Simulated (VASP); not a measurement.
Bi:

```
Bi
1.0
     2.26750    1.30914    3.93800
    -2.26750    1.30914    3.93800
     0.00000   -2.61828    3.93800
Bi
2
Direct
  0.23400 0.23400 0.23400
  0.76600 0.76600 0.76600
```

- Program: VASP 6.6.1
- Task: relaxation of cell and atoms
- Functional: LDA
- Potentials or basis: VASP PAW LDA potentials, release 64 (Bi_d)
- Cutoff: 600 eV
- k mesh: 12 × 12 × 12
- Occupations: methfessel-paxton, width 0.1 eV
- Spin: no spin polarisation

At the start: pressure -1.3 GPa; volume 35.07 Å³/atom.

Question: Where does the relaxation end?

Answer: Over 10 steps the energy falls by 8.4 meV/atom and the volume is 33.58 Å³/atom (-4.2 %); space group R-3m (No. 166, to 0.05 Å).

The path:
```
step  energy change (eV)  largest force (eV/Å)  pressure (GPa)  volume (Å³)
   1              0.0000                0.0920           -1.34        70.14
   2             -0.0076                0.2527            0.78        67.21
   3             -0.0093                0.2060            0.08        68.06
   4             -0.0127                0.1375            0.07        67.80
   5             -0.0158                0.0059            0.08        67.25
   6             -0.0158                0.0050            0.02        67.20
   7             -0.0165                0.0014            0.01        67.21
   8             -0.0167                0.0002           -0.05        67.22
   9             -0.0167                0.0080            0.08        67.06
  10             -0.0167                0.0032            0.01        67.16
```

Final structure:
```yaml
crystal:
  lattice:
    - [2.24958, 1.29879, 3.83116]
    - [-2.24958, 1.29879, 3.83116]
    - [0.00000, -2.59759, 3.83116]
  atoms:
    - { symbol: Bi, position: [0.23732, 0.23732, 0.23732] }
    - { symbol: Bi, position: [0.76268, 0.76268, 0.76268] }
```
